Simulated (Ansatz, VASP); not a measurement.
# Rb2H2SO: VASP beside Ansatz

Aim: how closely do two programs agree when they are given the same cell, functional and k mesh? The cell is taken from a series of runs on this material, whose earlier steps may have relaxed, scaled, displaced or heated it; both programs get it as it stands.

Calculated with Ansatz 0.2.0; plane waves, with VASP 6.6.1 beside it; dielectric response at PBE.

The structure was built from a prototype and need not be the compound's stable phase.

### 1. Set-up

The structure is monoclinic, space group Pm (No. 6). Conventional cell: a = 4.376 Å, b = 4.659 Å, c = 7.167 Å, α = 90.00°, β = 99.28°, γ = 90.00°. Nearest to Rb lie 1 O at 2.65 Å and 2 H at 3.11 Å and 4 S at 3.30 to 3.36 Å. Nearest to Rb lie 4 O at 3.10 to 3.31 Å and 6 H at 3.24 to 3.38 Å and 2 S at 3.48 to 3.75 Å. Nearest to S lie 4 H at 1.35 to 3.62 Å and 6 Rb at 3.30 to 3.75 Å. O has 1 H at 0.97 Å and 5 Rb at 2.65 to 3.31 Å nearest. Nearest to H lie 1 O at 0.97 Å and 2 H at 2.93 Å and 2 Rb at 3.24 Å. H has 1 S at 1.35 Å and 2 H at 2.93 Å and 2 Rb at 3.11 Å nearest. As first built, before any earlier steps moved the atoms (in the runner's words): half of the S replaced by O in the P2_1/m structure of RbHS. Farther neighbours and most contacts between anions are not listed.

### 2. Ansatz: dielectric response, PBE

Ansatz runs on its default PAW (the set named soft_2) files.

The response to a field tests empty states and converges slowly with the mesh.

The input, input.yaml:

```yaml
crystal:
  lattice:
    - [4.3758404219, 0.0, 0.0542500278]
    - [0.0, 4.6590477411, 0.0]
    - [-1.2429906284, 0.0, 7.0586970105]
  atoms:
    - { symbol: Rb, position: [0.7405335979, 0.75, 0.1501050709] }
    - { symbol: Rb, position: [0.1503171524, 0.25, 0.7524112427] }
    - { symbol: S, position: [0.2647563218, 0.25, 0.2825680424] }
    - { symbol: O, position: [0.6924222762, 0.75, 0.7774106126] }
    - { symbol: H, position: [0.6062341948, 0.75, 0.643783667] }
    - { symbol: H, position: [0.5457364568, 0.25, 0.3937213644] }
kpoints:
  mp_grid: { grid: [5, 5, 3] }
scf:
  occupations: { method: fixed }
hamiltonian:
  xc: pbe
  pseudopotentials: { kind: paw }
dielectric: {}
```

Command:

```console
ansatz run input.yaml --threads 2 --pin off --max-ram 5120MiB --backend cpu --events-out ev --progress --plain --runs-dir out
```

Numbers of over 12 decimals in the logs are rounded to 6 here.

The log of the run:

```text
Engine: ansatz 0.2.0, x86_64-unknown-linux-gnu
Pseudopotentials: kind: paw
Pseudopotential: Rb, paw, valence charge 9, recommended cutoff 420 eV (normal), Rb.paw.azcp
Pseudopotential: S, paw, valence charge 6, recommended cutoff 420 eV (normal), S.paw.azcp
Pseudopotential: O, paw, valence charge 6, recommended cutoff 420 eV (normal), O.paw.azcp
Pseudopotential: H, paw, valence charge 1, recommended cutoff 420 eV (normal), H.paw.azcp
Functional definition: PBE
  parameter kappa = 0.804
  parameter beta = 0.066725
  exchange = pbe_x(kappa = kappa, mu = beta*pi^2/3)
  correlation = pbe_c(beta = beta)
Crystal: 6 atoms, lattice volume = 144.222 Å³
Basis set: ecut = 420 eV, 2819 PW (Γ), exchange–correlation on 60×64×96 points (8 copies of the dense FFT grid, shifted against one another)
Bands: 22, of which v1, the nominal top of the filled ones, is band 16 counted from 1 (15 counted from 0)
Symmetry: 2 space group operations
k-points: 38 of 75 (irreducible under 1 space group operation, time reversal used)
Non-local potential: Rb, projectors of the file, l = 0: 3, l = 1: 2, l = 2: 2
Non-local potential: S, projectors of the file, l = 0: 2, l = 1: 2, l = 2: 2
Non-local potential: O, projectors of the file, l = 0: 2, l = 1: 2, l = 2: 1
Non-local potential: H, projectors of the file, l = 0: 2, l = 1: 1
PAW form: soft (Blöchl's): semilocal exchange-correlation on the pseudo side does not see the compensation charge
PAW one-centre angular grid: Rb, 110 points (default); XC on 64 Gauss nodes
PAW one-centre angular grid: S, 110 points (default); XC on 64 Gauss nodes
PAW one-centre angular grid: O, 110 points (default); XC on 64 Gauss nodes
PAW one-centre angular grid: H, 110 points (default); XC on 64 Gauss nodes
Initial density: superposition of atomic densities (neutral atoms: chi_scale 0, normalization atom), corrected by the library's trained network
Initial wavefunctions: pseudopotential atomic-orbital guess
Functional: x = pbe(κ = 0.804, μ = 0.219515), c = pbe(β = 0.066725)
SCF iter   1: F=—  HF=-8039.509454 eV  |F-HF|=—  |Δ(HF+E_count)|=         —  Δρ=1.13e-3  dr2=1.78e-3  ethr=1.77e-3  ⟨swp⟩=5.0  Hψ=3815  notcnv=0  defer=150
preconditioner: auto → Resta (q_TF=auto, 2.123 Å⁻¹)  ε∞=2.7  [insulator: Δε(μ)=2.926 eV  Ē_g=12.714 eV  n_scr=26 (ndim 8)  ℏωp=16.4 eV  f_vac=0.093  ε∞_Penn≈2.7]
SCF iter   2: F=—  HF=-8039.509539 eV  |F-HF|=—  |Δ(HF+E_count)|=   8.53e-5  Δρ=5.24e-4  dr2=3.76e-4  ethr=5.55e-6  ⟨swp⟩=3.3  Hψ=2035  notcnv=0  defer=152
SCF iter   3: F=—  HF=-8039.509822 eV  |F-HF|=—  |Δ(HF+E_count)|=   2.82e-4  Δρ=2.41e-4  dr2=9.58e-5  ethr=1.18e-6  ⟨swp⟩=2.0  Hψ=1372  notcnv=0  defer=152
SCF iter   4: F=—  HF=-8039.509861 eV  |F-HF|=—  |Δ(HF+E_count)|=   3.98e-5  Δρ=1.23e-4  dr2=2.16e-5  ethr=2.99e-7  ⟨swp⟩=2.0  Hψ=1370  notcnv=0  defer=152
SCF iter   5: F=—  HF=-8039.509876 eV  |F-HF|=—  |Δ(HF+E_count)|=   1.43e-5  Δρ=2.58e-5  dr2=1.26e-6  ethr=6.76e-8  ⟨swp⟩=2.0  Hψ=1302  notcnv=0  defer=130
SCF iter   6: F=—  HF=-8039.509879 eV  |F-HF|=—  |Δ(HF+E_count)|=   3.59e-6  Δρ=9.13e-6  dr2=1.30e-7  ethr=3.92e-9  ⟨swp⟩=2.0  Hψ=1217  notcnv=0  defer=79
SCF iter   7: F=—  HF=-8039.509880 eV  |F-HF|=—  |Δ(HF+E_count)|=   3.28e-7  Δρ=1.84e-6  dr2=7.85e-9  ethr=4.07e-10  ⟨swp⟩=2.0  Hψ=1241  notcnv=0  defer=90
SCF iter   8: F=—  HF=-8039.509880 eV  |F-HF|=—  |Δ(HF+E_count)|=   1.66e-8  Δρ=4.58e-7  dr2=4.69e-10  ethr=2.45e-11  ⟨swp⟩=2.0  Hψ=1258  notcnv=0  defer=97
SCF iter   9: F=-8039.509880 eV  HF=-8039.509880 eV  |F-HF|=2.73e-11  |Δ(HF+E_count)|=  9.17e-10  Δρ=1.18e-7  dr2=3.10e-11  ethr=1.00e-12  ⟨swp⟩=11.0  Hψ=4812  notcnv=0
SCF 1 converged in 9 iterations: F = -8039.509880 eV  dr2 = 3.10e-11
  greatest PAW one-centre occupation: 0.973 electrons in one spin orbital (limit 2), on the Rb atom at site 0 (counted from 0), in its partial waves of l = 0
NSCF: frozen V_eff on 9 k-points
DFPT response loops at Γ: preconditioner auto → Resta (q_TF=auto, 2.123 Å⁻¹)  ε∞=4.5 (no band partly filled); β = 1.00, the filter's whole step (`scf.mixing.beta` (0.50) is not read by the response loops at its default; to damp them type it under 1.00, their step now; it binds the ground state too); Broyden in place of MSR1
── the response to a field inside a basis, on 6×6×4 k-points: an SCF that follows is theirs, and a resumed run solves both again ──
Bands: 17, of which v1, the nominal top of the filled ones, is band 16 counted from 1 (15 counted from 0)
k-points: 36 of 144 (time reversal used)
Initial density: handed on by an earlier stage of this run
Initial wavefunctions: pseudopotential atomic-orbital guess (no wavefunctions were taken with the density)
Eigensolver: Dense (36 Hₖ)
SCF iter   1: F=—  HF=-8039.506433 eV  |F-HF|=—  |Δ(HF+E_count)|=         —  Δρ=1.92e-4  dr2=1.13e-5  ethr=1.00e-1
preconditioner: auto → Resta (q_TF=auto, 2.123 Å⁻¹)  ε∞=3.2  [insulator: Δε(μ)=3.225 eV  Ē_g=11.027 eV  n_scr=26 (ndim 8)  ℏωp=16.4 eV  f_vac=0.094  ε∞_Penn≈3.2]
SCF iter   2: F=—  HF=-8039.506437 eV  |F-HF|=—  |Δ(HF+E_count)|=   3.91e-6  Δρ=8.84e-5  dr2=4.14e-6  ethr=3.54e-8
SCF iter   3: F=—  HF=-8039.506438 eV  |F-HF|=—  |Δ(HF+E_count)|=   1.47e-6  Δρ=4.35e-5  dr2=6.22e-7  ethr=1.29e-8
SCF iter   4: F=-8039.506439 eV  HF=-8039.506439 eV  |F-HF|=8.21e-9  |Δ(HF+E_count)|=   4.23e-7  Δρ=2.25e-6  dr2=5.68e-9  ethr=1.94e-9
SCF 1 converged in 4 iterations: F = -8039.506439 eV  dr2 = 5.68e-9
DFPT response loops at Γ: preconditioner auto → Resta (q_TF=auto, 2.123 Å⁻¹)  ε∞=4.3 (no band partly filled); β = 1.00, the filter's whole step (`scf.mixing.beta` (0.50) is not read by the response loops at its default; to damp them type it under 1.00, their step now; it binds the ground state too); Broyden in place of MSR1
SCF converged after 9 iterations
Free energy (F): -8039.509880 eV
Harris-Foulkes:  -8039.509880 eV  (|F-HF|=2.73e-11)
Internal energy: -8039.509880 eV  (E = F + TS)
E sigma→0 (E₀):  -8039.509880 eV
Fermi energy:    1.803903 eV
--- Per-component energies (eV) ---
  E_band       = -231.097511
  E_kinetic    = 695.296689
  E_local      = -1847.825123  (includes V_loc(G=0)·N_el)
  E_nonlocal   = 425.955163
  E_hartree    = 545.660233
  E_xc         = -451.361869
  E_vxc        = -480.107406  (∫ρ·V_xc dr)
  E_paw        = -5995.318831  (= ΣΔE_a)
  E_vpaw       = -115.737209  (= ΣTr[D̂ρ^β])
  E_aug_tail   = -0.000048  (compensation charges beyond the density's cutoff)
  E_ewald      = -1411.916093
  E_smearing   = -0.000000  (= −TS)
  E_closure    = 0.000000  (closes the sum)
  Σ components = -8039.509880   (vs F -8039.509880, Δ=0.00e0)
--- Band table (eV; the first three rows and the last of 38) ---
  k-point 0: bands = [... 12 lower, 1.4329, 1.6734, 1.7436, 1.8039, 4.7121, 6.2793, 7.8015, 8.3136, ... 2 higher]
  k-point 1: bands = [... 12 lower, 1.2841, 1.6171, 1.7923, 1.7940, 5.3352, 6.3196, 7.0132, 7.8661, ... 2 higher]
  k-point 2: bands = [... 12 lower, 1.3293, 1.4633, 1.5649, 1.7531, 5.2148, 6.6600, 7.5443, 7.8302, ... 2 higher]
  k-point 37: bands = [... 12 lower, 1.0320, 1.4076, 1.4777, 1.6050, 6.2810, 7.1828, 7.8766, 8.1642, ... 2 higher]
--- Dielectric response (ions clamped): 3 representative field directions + reference, inside a basis on a mesh of 144 k-points (Σ response iterations 18) ---
  ε∞ (high-frequency dielectric tensor):
        2.539764     0.000000    -0.081346
        0.000000     2.566670     0.000000
       -0.081346     0.000000     2.429046
  Born effective charges Z* (e; rows j = field, columns β = displacement):
    site 0:
         1.12873    0.00000    0.01720
         0.00000    1.07545    0.00000
         0.00175    0.00000    1.16062
    site 1:
         1.14840    0.00000   -0.02553
         0.00000    1.16444    0.00000
        -0.02530    0.00000    1.17871
    site 2:
        -1.14126    0.00000    0.08808
         0.00000   -1.13955    0.00000
         0.08482    0.00000   -1.04673
    site 3:
        -1.37377    0.00000    0.07412
         0.00000   -1.50715    0.00000
         0.10487    0.00000   -1.23070
    site 4:
         0.26205    0.00000   -0.05073
         0.00000    0.35806    0.00000
        -0.05926    0.00000   -0.07148
    site 5:
        -0.02415    0.00000   -0.10315
         0.00000    0.04874    0.00000
        -0.10688    0.00000    0.00957
  Z* charge neutrality: 2.550e-3 e pre-enforcement
  solved inside a basis spanned on kpoints, on 6×6×4 k-points, its susceptibility summed on 8×8×6: ε∞ is read to err by 6.7e-3, Z* by 1.1e-2 e (field_mesh: kpoints solves on kpoints); Z* is corrected for what the basis lacks
```

The column dr2 measures how far the density is from self-consistency, as an energy; F and HF (Harris–Foulkes) agree once it is small.

[end of part 1 of 2]

[Lines on the potential files, build, host, timing and source positions are cut from VASP's logs without a mark.]

[Logs are printed without paths, hosts, clocks, repeated set-up lines and the standing remarks that a program may print on its own settings, such as how far it seeks lower states.]

[Hosts, paths, dates, database ids (printed as entryN), source tags and the programs' standing remarks are cut or masked in the printed files.]
